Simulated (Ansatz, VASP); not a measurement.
# H7C5SNO5 (H7C5SNO5 (P2_1/c)) in two plane-wave programs

One calculation is typed for both programs; each brings its own data sets. How far apart do they land? Of the first pair: The structure shown is the start of the Ansatz relaxation below; VASP solves that cell, so the two are compared at the walk's first step.

Calculated with Ansatz 0.2.0; plane waves, with VASP 6.6.1 beside it; single point at PBE with D3(BJ).

### 1. The starting structure

The cell holds 152 atoms: 56 H, 40 C, 8 S, 8 N and 40 O. Its edges and angles: a = 10.551 Å, b = 10.757 Å, c = 13.511 Å, α = 90.0°, β = 97.2°, γ = 90.1°. It derives from H7C5SNO5 (P2_1/c), repeated 1×1×2. As first built, before any earlier steps moved the atoms (in the runner's words): H7C5SNO5, space group P2_1/c, measured structure (Crystallography Open Database), 1 x 1 x 2 conventional cells; every coordinate displaced by a Gaussian of 0.03 A; bonds to H set to neutron lengths (C-H 1.089, N-H 1.015, O-H 0.983, B-H 1.19 A) where the measured ones are shorter.

### 2. Ansatz: relaxation, PBE with D3(BJ)

Ansatz runs on its default PAW (the set named soft_2) files.

The two programs are compared at the cell with which this relaxation starts, whose forces are those of its first step.

input.yaml reads:

```yaml
crystal:
  lattice:
    - [10.55119, -0.00729, -0.05384]
    - [-0.00754, 10.75734, -0.00401]
    - [-1.63435, -0.00401, 13.41151]
  atoms:
    - { symbol: H, position: [0.9189, 0.39829, 0.1764] }
    - { symbol: H, position: [0.08172, 0.89681, 0.07327] }
    - { symbol: H, position: [0.08236, 0.60221, 0.32361] }
    - { symbol: H, position: [0.91947, 0.10356, 0.42588] }
    - { symbol: H, position: [0.13261, 0.34887, 0.44732] }
    - { symbol: H, position: [0.86879, 0.84905, 0.30262] }
    - { symbol: H, position: [0.86863, 0.65125, 0.05223] }
    - { symbol: H, position: [0.13343, 0.15125, 0.19748] }
    - { symbol: H, position: [0.39599, 0.26932, 0.14708] }
    - { symbol: H, position: [0.60475, 0.76961, 0.10371] }
    - { symbol: H, position: [0.60539, 0.73088, 0.35286] }
    - { symbol: H, position: [0.39641, 0.23057, 0.39688] }
    - { symbol: H, position: [0.74408, 0.53549, 0.17099] }
    - { symbol: H, position: [0.25631, 0.03439, 0.07861] }
    - { symbol: H, position: [0.25701, 0.46494, 0.32886] }
    - { symbol: H, position: [0.74493, 0.96589, 0.42042] }
    - { symbol: H, position: [0.51875, 0.45234, 0.15425] }
    - { symbol: H, position: [0.48173, 0.95219, 0.09575] }
    - { symbol: H, position: [0.48244, 0.54788, 0.34559] }
    - { symbol: H, position: [0.51953, 0.048, 0.40381] }
    - { symbol: H, position: [0.68169, 0.08155, 0.16036] }
    - { symbol: H, position: [0.31919, 0.58079, 0.09042] }
    - { symbol: H, position: [0.31986, 0.91879, 0.33975] }
    - { symbol: H, position: [0.68186, 0.41948, 0.40976] }
    - { symbol: H, position: [0.9007, 0.18061, 0.17322] }
    - { symbol: H, position: [0.10011, 0.6789, 0.07694] }
    - { symbol: H, position: [0.10078, 0.82, 0.32688] }
    - { symbol: H, position: [0.90097, 0.32151, 0.42274] }
    - { symbol: C, position: [0.72372, 0.43655, 0.16709] }
    - { symbol: C, position: [0.27681, 0.93557, 0.0828] }
    - { symbol: C, position: [0.27749, 0.56385, 0.33284] }
    - { symbol: C, position: [0.72443, 0.06472, 0.41647] }
    - { symbol: C, position: [0.60038, 0.38923, 0.1588] }
    - { symbol: C, position: [0.40021, 0.88873, 0.09132] }
    - { symbol: C, position: [0.40088, 0.61106, 0.34112] }
    - { symbol: C, position: [0.60101, 0.1115, 0.40825] }
    - { symbol: C, position: [0.58244, 0.25911, 0.15655] }
    - { symbol: C, position: [0.41829, 0.75869, 0.09395] }
    - { symbol: C, position: [0.41894, 0.74117, 0.34346] }
    - { symbol: C, position: [0.58287, 0.24153, 0.40599] }
    - { symbol: C, position: [0.69228, 0.18207, 0.16249] }
    - { symbol: C, position: [0.30851, 0.68125, 0.08809] }
    - { symbol: C, position: [0.30916, 0.8183, 0.33761] }
    - { symbol: C, position: [0.6926, 0.31903, 0.41182] }
    - { symbol: C, position: [0.81277, 0.23507, 0.17006] }
    - { symbol: C, position: [0.18794, 0.73378, 0.08022] }
    - { symbol: C, position: [0.18861, 0.76542, 0.33002] }
    - { symbol: C, position: [0.81319, 0.26658, 0.41941] }
    - { symbol: S, position: [0.15417, 0.36718, 0.11055] }
    - { symbol: S, position: [0.84681, 0.86734, 0.13983] }
    - { symbol: S, position: [0.84713, 0.6329, 0.38929] }
    - { symbol: S, position: [0.15481, 0.13286, 0.36028] }
    - { symbol: "N", position: [0.82662, 0.36016, 0.17242] }
    - { symbol: "N", position: [0.17398, 0.85881, 0.07752] }
    - { symbol: "N", position: [0.17467, 0.64034, 0.32758] }
    - { symbol: "N", position: [0.82722, 0.14153, 0.42183] }
    - { symbol: O, position: [0.29198, 0.37406, 0.15228] }
    - { symbol: O, position: [0.70877, 0.87486, 0.0989] }
    - { symbol: O, position: [0.70935, 0.62606, 0.3475] }
    - { symbol: O, position: [0.29238, 0.12576, 0.40257] }
    - { symbol: O, position: [0.14429, 0.41766, 0.99978] }
    - { symbol: O, position: [0.85838, 0.91823, 0.25059] }
    - { symbol: O, position: [0.85703, 0.58209, 0.49999] }
    - { symbol: O, position: [0.14562, 0.08217, 0.24956] }
    - { symbol: O, position: [0.07569, 0.45244, 0.16211] }
    - { symbol: O, position: [0.92547, 0.95194, 0.08769] }
    - { symbol: O, position: [0.92573, 0.5478, 0.33769] }
    - { symbol: O, position: [0.07548, 0.04797, 0.41157] }
    - { symbol: O, position: [0.10538, 0.23754, 0.10341] }
    - { symbol: O, position: [0.89442, 0.73747, 0.14678] }
    - { symbol: O, position: [0.89588, 0.76253, 0.39668] }
    - { symbol: O, position: [0.10667, 0.26256, 0.3529] }
    - { symbol: O, position: [0.46746, 0.20509, 0.14906] }
    - { symbol: O, position: [0.53333, 0.70511, 0.10163] }
    - { symbol: O, position: [0.53393, 0.79512, 0.35092] }
    - { symbol: O, position: [0.46783, 0.29507, 0.39864] }
    - { symbol: H, position: [0.91826, 0.39759, 0.6767] }
    - { symbol: H, position: [0.08122, 0.89697, 0.57393] }
    - { symbol: H, position: [0.08236, 0.6016, 0.82311] }
    - { symbol: H, position: [0.91889, 0.10281, 0.92641] }
    - { symbol: H, position: [0.13327, 0.34844, 0.94766] }
    - { symbol: H, position: [0.86722, 0.8486, 0.802] }
    - { symbol: H, position: [0.86726, 0.65127, 0.55215] }
    - { symbol: H, position: [0.13193, 0.15115, 0.69719] }
    - { symbol: H, position: [0.39512, 0.26932, 0.64655] }
    - { symbol: H, position: [0.60408, 0.76946, 0.60262] }
    - { symbol: H, position: [0.6053, 0.73064, 0.85356] }
    - { symbol: H, position: [0.39596, 0.23043, 0.89642] }
    - { symbol: H, position: [0.74372, 0.53497, 0.6711] }
    - { symbol: H, position: [0.25595, 0.03449, 0.57902] }
    - { symbol: H, position: [0.25713, 0.46448, 0.82857] }
    - { symbol: H, position: [0.74417, 0.96536, 0.92101] }
    - { symbol: H, position: [0.51821, 0.45221, 0.65412] }
    - { symbol: H, position: [0.48124, 0.9521, 0.59553] }
    - { symbol: H, position: [0.48251, 0.54761, 0.84573] }
    - { symbol: H, position: [0.51885, 0.04773, 0.90412] }
    - { symbol: H, position: [0.68054, 0.08118, 0.66028] }
    - { symbol: H, position: [0.31847, 0.58082, 0.5903] }
    - { symbol: H, position: [0.31956, 0.91839, 0.84] }
    - { symbol: H, position: [0.6817, 0.41903, 0.90953] }
    - { symbol: H, position: [0.89972, 0.17981, 0.67346] }
    - { symbol: H, position: [0.09948, 0.67913, 0.57741] }
    - { symbol: H, position: [0.10052, 0.81932, 0.82676] }
    - { symbol: H, position: [0.90067, 0.32069, 0.92282] }
    - { symbol: C, position: [0.72316, 0.43608, 0.66717] }
    - { symbol: C, position: [0.27634, 0.93565, 0.58312] }
    - { symbol: C, position: [0.27753, 0.5634, 0.83267] }
    - { symbol: C, position: [0.72376, 0.0642, 0.91687] }
    - { symbol: C, position: [0.59973, 0.38896, 0.65873] }
    - { symbol: C, position: [0.39969, 0.88871, 0.59128] }
    - { symbol: C, position: [0.40089, 0.61072, 0.84116] }
    - { symbol: C, position: [0.6004, 0.11114, 0.90851] }
    - { symbol: C, position: [0.58158, 0.25887, 0.65637] }
    - { symbol: C, position: [0.41768, 0.75866, 0.59376] }
    - { symbol: C, position: [0.41882, 0.74083, 0.84362] }
    - { symbol: C, position: [0.58243, 0.24119, 0.90601] }
    - { symbol: C, position: [0.69131, 0.18166, 0.66241] }
    - { symbol: C, position: [0.30786, 0.68129, 0.5881] }
    - { symbol: C, position: [0.30896, 0.81788, 0.83771] }
    - { symbol: C, position: [0.69227, 0.31855, 0.91178] }
    - { symbol: C, position: [0.81191, 0.23446, 0.67018] }
    - { symbol: C, position: [0.18735, 0.73391, 0.58056] }
    - { symbol: C, position: [0.18846, 0.76488, 0.82993] }
    - { symbol: C, position: [0.81279, 0.26592, 0.91954] }
    - { symbol: S, position: [0.15318, 0.36725, 0.61016] }
    - { symbol: S, position: [0.8456, 0.8672, 0.63919] }
    - { symbol: S, position: [0.84758, 0.63262, 0.88939] }
    - { symbol: S, position: [0.15376, 0.13251, 0.86001] }
    - { symbol: "N", position: [0.82594, 0.35953, 0.67259] }
    - { symbol: "N", position: [0.17347, 0.85896, 0.57797] }
    - { symbol: "N", position: [0.17463, 0.63979, 0.82732] }
    - { symbol: "N", position: [0.82666, 0.14087, 0.92219] }
    - { symbol: O, position: [0.29124, 0.37437, 0.65117] }
    - { symbol: O, position: [0.70816, 0.87426, 0.59653] }
    - { symbol: O, position: [0.7093, 0.62552, 0.84901] }
    - { symbol: O, position: [0.29176, 0.12527, 0.90107] }
    - { symbol: O, position: [0.14193, 0.41808, 0.49945] }
    - { symbol: O, position: [0.85416, 0.91766, 0.74998] }
    - { symbol: O, position: [0.85982, 0.58194, 0.0002] }
    - { symbol: O, position: [0.14251, 0.08192, 0.74919] }
    - { symbol: O, position: [0.07496, 0.45215, 0.66227] }
    - { symbol: O, position: [0.92514, 0.95227, 0.58824] }
    - { symbol: O, position: [0.92532, 0.54753, 0.83704] }
    - { symbol: O, position: [0.0752, 0.04756, 0.91192] }
    - { symbol: O, position: [0.10475, 0.2375, 0.60311] }
    - { symbol: O, position: [0.8938, 0.73752, 0.64659] }
    - { symbol: O, position: [0.89605, 0.76236, 0.89611] }
    - { symbol: O, position: [0.10576, 0.26229, 0.85323] }
    - { symbol: O, position: [0.46653, 0.205, 0.64877] }
    - { symbol: O, position: [0.53267, 0.70501, 0.6011] }
    - { symbol: O, position: [0.5338, 0.79486, 0.85136] }
    - { symbol: O, position: [0.46743, 0.29486, 0.89848] }
kpoints:
  mp_grid: { grid: [1, 1, 1] }
hamiltonian:
  xc: pbe
  dispersion: d3bj
scf:
  occupations: { method: fixed }
output:
  forces: true
  eigenvalues: true
  stress: true
relax:
  f_tol: 0.05
  max_steps: 70
```

Run with:

```console
ansatz run input.yaml --threads 4 --pin off --max-ram 8192MiB --backend cpu --events-out ev --progress --plain --runs-dir out
```

Numbers of over 12 decimals in the logs are rounded to 6 here.

Output:

```text
Warning: output.stress: scf.convergence.dr2_threshold = 1e-7 eV (the SCF's general default) is looser than the 1.08e-8 eV advised for a printed stress (1e-10 eV for each atom of the cell: 152, of which 108 are counted). What an SCF threshold leaves in a stress goes as its square root, and in the free energy as the threshold itself, and one threshold admits the most on a small cell: [figures from the program's tests c [...]
Engine: ansatz 0.2.0, x86_64-unknown-linux-gnu
Pseudopotentials: kind: paw
Pseudopotential: H, paw, valence charge 1, recommended cutoff 420 eV (normal), H.paw.azcp
Pseudopotential: C, paw, valence charge 4, recommended cutoff 420 eV (normal), C.paw.azcp
Pseudopotential: S, paw, valence charge 6, recommended cutoff 420 eV (normal), S.paw.azcp
Pseudopotential: N, paw, valence charge 5, recommended cutoff 420 eV (normal), N.paw.azcp
Pseudopotential: O, paw, valence charge 6, recommended cutoff 420 eV (normal), O.paw.azcp
Functional definition: PBE
  parameter kappa = 0.804
  parameter beta = 0.066725
  exchange = pbe_x(kappa = kappa, mu = beta*pi^2/3)
  correlation = pbe_c(beta = beta)
Crystal: 152 atoms, lattice volume = 1521.296 Å³
Basis set: ecut = 420 eV, 29741 PW (Γ), exchange–correlation on 144×144×192 points (8 copies of the dense FFT grid, shifted against one another)
Bands: 424, of which v1, the nominal top of the filled ones, is band 272 counted from 1 (271 counted from 0)
Symmetry: 1 space group operations
Space group: P1 (ITA 1), of the structure as read, at distance tolerance 1.2e-4 Å
k-points: 1
Non-local potential: H, projectors of the file, l = 0: 2, l = 1: 1
Non-local potential: C, projectors of the file, l = 0: 2, l = 1: 2, l = 2: 1
Non-local potential: S, projectors of the file, l = 0: 2, l = 1: 2, l = 2: 2
Non-local potential: N, projectors of the file, l = 0: 2, l = 1: 2, l = 2: 1
Non-local potential: O, projectors of the file, l = 0: 2, l = 1: 2, l = 2: 1
PAW form: soft (Blöchl's): semilocal exchange-correlation on the pseudo side does not see the compensation charge
PAW one-centre angular grid: H, 110 points (default); XC on 64 Gauss nodes
PAW one-centre angular grid: C, 110 points (default); XC on 64 Gauss nodes
PAW one-centre angular grid: S, 110 points (default); XC on 64 Gauss nodes
PAW one-centre angular grid: N, 110 points (default); XC on 64 Gauss nodes
PAW one-centre angular grid: O, 110 points (default); XC on 64 Gauss nodes
Initial density: superposition of atomic densities (neutral atoms: chi_scale 0, normalization atom), corrected by the library's trained network
Initial wavefunctions: pseudopotential atomic-orbital guess
Functional: x = pbe(κ = 0.804, μ = 0.219515), c = pbe(β = 0.066725)
SCF iter   1: F=—  HF=-43913.660573 eV  |F-HF|=—  |Δ(HF+E_count)|=         —  Δρ=4.02e-3  dr2=2.35e-1  ethr=1.77e-3  ⟨swp⟩=4.0  Hψ=1617  notcnv=0  defer=146
preconditioner: auto → Resta (q_TF=auto, 2.299 Å⁻¹)  ε∞=2.8  [insulator: Δε(μ)=3.886 eV  Ē_g=16.753 eV  n_scr=312 (ndim 8)  ℏωp=22.2 eV  f_vac=0.146  ε∞_Penn≈2.8]
SCF iter   2: F=—  HF=-43913.578335 eV  |F-HF|=—  |Δ(HF+E_count)|=   8.22e-2  Δρ=1.90e-3  dr2=3.62e-2  ethr=4.31e-5  ⟨swp⟩=2.0  Hψ=649  notcnv=0  defer=150
SCF iter   3: F=—  HF=-43913.603915 eV  |F-HF|=—  |Δ(HF+E_count)|=   2.56e-2  Δρ=8.64e-4  dr2=9.50e-3  ethr=6.66e-6  ⟨swp⟩=2.0  Hψ=480  notcnv=0  defer=150
SCF iter   4: F=—  HF=-43913.609290 eV  |F-HF|=—  |Δ(HF+E_count)|=   5.37e-3  Δρ=2.53e-4  dr2=9.59e-4  ethr=1.75e-6  ⟨swp⟩=2.0  Hψ=488  notcnv=0  defer=150
SCF iter   5: F=—  HF=-43913.609404 eV  |F-HF|=—  |Δ(HF+E_count)|=   1.14e-4  Δρ=1.07e-4  dr2=1.73e-4  ethr=1.76e-7  ⟨swp⟩=2.0  Hψ=542  notcnv=0  defer=150
SCF iter   6: F=-43913.609462 eV  HF=-43913.609463 eV  |F-HF|=7.10e-7  |Δ(HF+E_count)|=   5.86e-5  Δρ=3.89e-5  dr2=2.72e-5  ethr=1.15e-8  ⟨swp⟩=17.0  Hψ=2942  notcnv=0
SCF 1 converged in 6 iterations: F = -43913.609462 eV  dr2 = 2.72e-5
[...]
- { symbol: C, position: [0.188270, 0.735376, 0.081545] }
    - { symbol: C, position: [0.188803, 0.764357, 0.331663] }
    - { symbol: C, position: [0.812914, 0.264806, 0.418274] }
    - { symbol: S, position: [0.155368, 0.366739, 0.111108] }
    - { symbol: S, position: [0.845475, 0.867223, 0.138980] }
    - { symbol: S, position: [0.845803, 0.633333, 0.388756] }
    - { symbol: S, position: [0.155929, 0.132963, 0.361030] }
    - { symbol: N, position: [0.827170, 0.360933, 0.171171] }
    - { symbol: N, position: [0.173573, 0.860344, 0.078397] }
    - { symbol: N, position: [0.173999, 0.639357, 0.328663] }
    - { symbol: N, position: [0.827598, 0.139833, 0.421267] }
    - { symbol: O, position: [0.292036, 0.374222, 0.152543] }
    - { symbol: O, position: [0.708794, 0.874830, 0.097652] }
    - { symbol: O, position: [0.709125, 0.625858, 0.347350] }
    - { symbol: O, position: [0.292380, 0.125565, 0.403020] }
    - { symbol: O, position: [0.144801, 0.417557, 1.000375] }
    - { symbol: O, position: [0.856408, 0.918290, 0.249700] }
    - { symbol: O, position: [0.856509, 0.582291, 0.499431] }
    - { symbol: O, position: [0.146137, 0.081954, 0.250333] }
    - { symbol: O, position: [0.077219, 0.451287, 0.162906] }
    - { symbol: O, position: [0.923940, 0.951452, 0.087053] }
    - { symbol: O, position: [0.923967, 0.548915, 0.336855] }
    - { symbol: O, position: [0.077123, 0.048602, 0.412539] }
    - { symbol: O, position: [0.107598, 0.236899, 0.103889] }
    - { symbol: O, position: [0.892629, 0.737318, 0.146213] }
    - { symbol: O, position: [0.893516, 0.763185, 0.396112] }
    - { symbol: O, position: [0.108536, 0.262783, 0.353555] }
    - { symbol: O, position: [0.470108, 0.208478, 0.147274] }
    - { symbol: O, position: [0.530595, 0.708723, 0.102780] }
    - { symbol: O, position: [0.531116, 0.791689, 0.352534] }
    - { symbol: O, position: [0.470613, 0.291485, 0.397348] }
    - { symbol: H, position: [0.918247, 0.398068, 0.676085] }
    - { symbol: H, position: [0.081431, 0.897757, 0.574022] }
    - { symbol: H, position: [0.082386, 0.601557, 0.823703] }
    - { symbol: H, position: [0.918708, 0.102051, 0.926127] }
    - { symbol: H, position: [0.134074, 0.348364, 0.948189] }
    - { symbol: H, position: [0.866238, 0.848856, 0.801557] }
    - { symbol: H, position: [0.866579, 0.651432, 0.551675] }
    - { symbol: H, position: [0.133380, 0.150907, 0.698012] }
    - { symbol: H, position: [0.398419, 0.272330, 0.645726] }
    - { symbol: H, position: [0.600958, 0.772600, 0.603371] }
    - { symbol: H, position: [0.602144, 0.727576, 0.854163] }
    - { symbol: H, position: [0.399143, 0.227261, 0.895933] }
    - { symbol: H, position: [0.746396, 0.536595, 0.670908] }
    - { symbol: H, position: [0.253509, 0.036414, 0.578812] }
    - { symbol: H, position: [0.254335, 0.463133, 0.828771] }
    - { symbol: H, position: [0.746618, 0.963434, 0.921267] }
    - { symbol: H, position: [0.522451, 0.455370, 0.653668] }
    - { symbol: H, position: [0.477253, 0.955456, 0.595762] }
    - { symbol: H, position: [0.478218, 0.544501, 0.846021] }
    - { symbol: H, position: [0.522859, 0.044407, 0.903989] }
    - { symbol: H, position: [0.680599, 0.083241, 0.657936] }
    - { symbol: H, position: [0.318495, 0.583154, 0.591867] }
    - { symbol: H, position: [0.319824, 0.916534, 0.842046] }
    - { symbol: H, position: [0.681677, 0.416693, 0.907844] }
    - { symbol: H, position: [0.898319, 0.180486, 0.671240] }
    - { symbol: H, position: [0.100974, 0.680143, 0.578789] }
    - { symbol: H, position: [0.102172, 0.819101, 0.828705] }
    - { symbol: H, position: [0.899194, 0.319668, 0.921175] }
    - { symbol: C, position: [0.725284, 0.437874, 0.666307] }
    - { symbol: C, position: [0.274423, 0.937729, 0.583456] }
    - { symbol: C, position: [0.275377, 0.561863, 0.833434] }
    - { symbol: C, position: [0.725707, 0.062116, 0.916543] }
    - { symbol: C, position: [0.602683, 0.391542, 0.657743] }
    - { symbol: C, position: [0.396930, 0.891532, 0.591856] }
    - { symbol: C, position: [0.397947, 0.608274, 0.842010] }
    - { symbol: C, position: [0.603195, 0.108322, 0.907978] }
    - { symbol: C, position: [0.583649, 0.261608, 0.654803] }
    - { symbol: C, position: [0.415742, 0.761628, 0.594815] }
    - { symbol: C, position: [0.416906, 0.738214, 0.845044] }
    - { symbol: C, position: [0.584390, 0.238223, 0.904918] }
    - { symbol: C, position: [0.691854, 0.183689, 0.660395] }
    - { symbol: C, position: [0.307413, 0.683590, 0.589401] }
    - { symbol: C, position: [0.308654, 0.816073, 0.839500] }
    - { symbol: C, position: [0.692734, 0.316254, 0.910405] }
    - { symbol: C, position: [0.811715, 0.235676, 0.668249] }
    - { symbol: C, position: [0.187653, 0.735445, 0.581691] }
    - { symbol: C, position: [0.188829, 0.764002, 0.831629] }
    - { symbol: C, position: [0.812498, 0.264386, 0.918256] }
    - { symbol: S, position: [0.154583, 0.366780, 0.610939] }
    - { symbol: S, position: [0.844552, 0.867082, 0.638665] }
    - { symbol: S, position: [0.846186, 0.633080, 0.888806] }
    - { symbol: S, position: [0.155175, 0.132671, 0.860903] }
    - { symbol: N, position: [0.826555, 0.360671, 0.671309] }
    - { symbol: N, position: [0.173024, 0.860422, 0.578624] }
    - { symbol: N, position: [0.174063, 0.639000, 0.828497] }
    - { symbol: N, position: [0.827118, 0.139409, 0.921418] }
    - { symbol: O, position: [0.291405, 0.374380, 0.651928] }
    - { symbol: O, position: [0.708204, 0.874409, 0.596382] }
    - { symbol: O, position: [0.709277, 0.625492, 0.848073] }
    - { symbol: O, position: [0.291845, 0.125193, 0.902282] }
[...]
- { symbol: O, position: [0.107011, 0.236875, 0.603765] }
    - { symbol: O, position: [0.892075, 0.737305, 0.646132] }
    - { symbol: O, position: [0.893822, 0.762975, 0.895750] }
    - { symbol: O, position: [0.107844, 0.262524, 0.853771] }
    - { symbol: O, position: [0.469373, 0.208444, 0.647071] }
    - { symbol: O, position: [0.529931, 0.708616, 0.602385] }
    - { symbol: O, position: [0.531169, 0.791425, 0.852829] }
    - { symbol: O, position: [0.470189, 0.291237, 0.897175] }
```

(Part 1 of 2 ends here.)

[Lines on the potential files, build, host, timing and source positions are cut from VASP's logs without a mark.]

[Logs are printed without paths, hosts, clocks, repeated set-up lines and the standing remarks that a program may print on its own settings, such as how far it seeks lower states.]

[Hosts, paths, dates, database ids (printed as entryN), source tags and the programs' standing remarks are cut or masked in the printed files.]
